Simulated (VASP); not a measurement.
Method: optB88-vdW, VASP's PBE PAW potentials (set 64) (plane waves; VASP).

Input for VASP

### KPOINTS
```
Automatic mesh
0
Gamma
7 7 2
0 0 0
```

INCAR:
```
SYSTEM = WSe2
PREC = Accurate
ENCUT = 480
EDIFF = 1E-6
NELM = 100
ALGO = Normal
LREAL = .FALSE.
LASPH = .TRUE.
ISMEAR = 0
SIGMA = 0.05
GGA = BO
PARAM1 = 0.1833333333
PARAM2 = 0.22
LUSE_VDW = .TRUE.
AGGAC = 0.0
LMAXMIX = 6
LWAVE = .FALSE.
LCHARG = .FALSE.
IBRION = 2
ISIF = 3
NSW = 60
EDIFFG = -0.02
```

### POSCAR
```
WSe2
1.0
  3.3302679352   0.0000000000   0.0000000000
 -1.6651339676   2.8840962940   0.0000000000
  0.0000000000   0.0000000000  13.2347495243
W Se
2 4
Cartesian
  1.6651356327   0.9613644700   9.9260621432
 -0.0000016651   1.9227318240   3.3086873811
  1.6651356327   0.9613644700   4.9963618142
 -0.0000016651   1.9227318240  11.6137365764
 -0.0000016651   1.9227318240   8.2383877101
  1.6651356327   0.9613644700   1.6210129479
```

POTCAR, in this order: W_sv Se (PBE.64 set). Program: vasp_std.

**Question.** Predict the energy per atom (σ→0).

**Answer.** 
| Item | Value |
|---|---|
| energy per atom (σ→0) | -5.001 eV/atom |

OSZICAR:
```
...
DAV:   8    -0.300027712772E+02    0.19493E+00   -0.80052E-01  1299   0.493E+00    0.123E+00
DAV:   9    -0.300053925857E+02   -0.26213E-02   -0.86025E-02  1304   0.144E+00    0.729E-01
DAV:  10    -0.300041110301E+02    0.12816E-02   -0.24457E-02  1286   0.945E-01    0.232E-01
DAV:  11    -0.300038587032E+02    0.25233E-03   -0.38498E-03  1233   0.365E-01    0.135E-01
DAV:  12    -0.300038415222E+02    0.17181E-04   -0.14409E-04  1243   0.619E-02    0.106E-01
DAV:  13    -0.300038144998E+02    0.27022E-04   -0.18576E-04  1219   0.726E-02    0.363E-03
DAV:  14    -0.300038151411E+02   -0.64129E-06   -0.66321E-06  1080   0.144E-02
   1 F= -.30003815E+02 E0= -.30003815E+02  d E =-.300038E+02
```

The compound is WSe2 in the 2H layered structure. It was relaxed first, which changed the volume by +5 %. The start is the result of an earlier pass.
